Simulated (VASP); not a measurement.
The input files of a VASP run:

**POSCAR**
```
GeSn
1.0
  3.5334388506   0.0000000000   0.0000000000
  0.0000000000   3.5334388506   0.0000000000
  0.0000000000   0.0000000000   3.5334388506
Ge Sn
1 1
Cart
  0.0000000000   0.0000000000   0.0000000000
  1.7667194253   1.7667194253   1.7667194253
```

**INCAR**
```
SYSTEM = GeSn
PREC = Accurate
ENCUT = 400
EDIFF = 1E-7
NELM = 100
ALGO = Normal
LREAL = .FALSE.
LASPH = .TRUE.
ISMEAR = -5
GGA = PS
LMAXMIX = 4
LWAVE = .FALSE.
LCHARG = .TRUE.
LORBIT = 11
NEDOS = 601
ISIF = 2
```

File KPOINTS:
```
Automatic mesh
0
Gamma
12 12 12
0 0 0
```

POTCAR, in this order: Ge_d Sn_d (PBE.64 set). Program: vasp_std.

Q: Write an equivalent input for Quantum ESPRESSO's pw.x.

A: One equivalent input (not run):
```
&CONTROL
  calculation = 'scf'
  pseudo_dir = './pseudo'
  outdir = './out'
  tprnfor = .true.
  tstress = .true.
/
&SYSTEM
  ibrav = 0
  nat = 2
  ntyp = 2
  ecutwfc = 78
  occupations = 'tetrahedra'
  input_dft = 'pbesol'
/
&ELECTRONS
  conv_thr = 7.3e-09
  electron_maxstep = 100
/
ATOMIC_SPECIES
  Ge 72.630 Ge.upf
  Sn 118.710 Sn.upf
CELL_PARAMETERS angstrom
     3.5334389    0.0000000    0.0000000
     0.0000000    3.5334389    0.0000000
     0.0000000   -0.0000000    3.5334389
ATOMIC_POSITIONS crystal
  Ge   0.0000000  0.0000000  0.0000000
  Sn   0.5000000  0.5000000  0.5000000
K_POINTS automatic
  12 12 12 0 0 0
```
Limits of the translation: the potentials are each code's own (VASP's PAW set, PseudoDojo norm-conserving files in pw.x), so ENCUT and ecutwfc are chosen apart and not converted; conv_thr bounds pw.x's estimated SCF error, while EDIFF bounds the energy change between steps.

The structure was generated: GeSn was put into the CsCl type type (Pm-3m), which need not be its known phase. It was relaxed first, which changed the volume by +16 %.
